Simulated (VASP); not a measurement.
TiSnS4:

```
CELL_PARAMETERS angstrom
0.00000 4.21826 4.21826
4.21826 0.00000 4.21826
4.21826 4.21826 0.00000
ATOMIC_POSITIONS crystal
Ti 0.00000 0.00000 0.00000
Sn 0.75000 0.75000 0.75000
S 0.37498 0.37498 0.87507
S 0.37498 0.37498 0.37498
S 0.37498 0.87507 0.37498
S 0.87507 0.37498 0.37498
```

The cell was built by a generator and needn't be a form met in nature.

```yaml
Program: VASP 6.6.1
Task: relaxation of cell and atoms
Functional: PBE
Potentials_or_basis: VASP PAW PBE potentials, release 64 (Ti_sv, Sn_d, S)
Cutoff: 520 eV
k_mesh: 3 × 3 × 3
Occupations: gaussian, width 0.15 eV
Spin: no spin polarisation
```

At the start: pressure -11.6 GPa; volume 25.02 Å³/atom.

Task: Where does the relaxation end?

Result: Over 5 steps the energy falls by 340.8 meV/atom and the volume is 18.01 Å³/atom (-28.0 %); space group F-43m (No. 216, to 0.05 Å).

Step by step:
| step | energy change (eV) | largest force (eV/Å) | pressure (GPa) | volume (Å³) |
| --- | --- | --- | --- | --- |
| 1 | 0.0000 | 0.0852 | -11.59 | 150.12 |
| 2 | -1.9715 | 0.0978 | -3.59 | 114.13 |
| 3 | -2.0429 | 0.0971 | -0.03 | 108.27 |
| 4 | -2.0429 | 0.0966 | 0.31 | 107.52 |
| 5 | -2.0449 | 0.0528 | 0.08 | 108.08 |

Final structure:
```cif
data_structure
_symmetry_space_group_name_H-M 'P 1'
_symmetry_Int_Tables_number 1
_cell_length_a 5.3467
_cell_length_b 5.3467
_cell_length_c 5.3467
_cell_angle_alpha 60.000
_cell_angle_beta 60.000
_cell_angle_gamma 60.000
_cell_volume 108.08
loop_
_atom_site_label
_atom_site_type_symbol
_atom_site_fract_x
_atom_site_fract_y
_atom_site_fract_z
_atom_site_occupancy
Ti1 Ti 0.00000 0.00000 0.00000 1
Sn1 Sn 0.75000 0.75000 0.75000 1
S1 S 0.37426 0.37426 0.87722 1
S2 S 0.37426 0.37426 0.37426 1
S3 S 0.37426 0.87722 0.37426 1
S4 S 0.87722 0.37426 0.37426 1
```

Caveat: the k mesh is coarse (spacing up to 0.43 Å⁻¹), so the values aren't converged; the volume moved by over 15 % at a fixed basis, so the end points are rough; the relaxation stopped at a loose force limit of 0.08 eV/Å, so its end isn't a converged minimum.
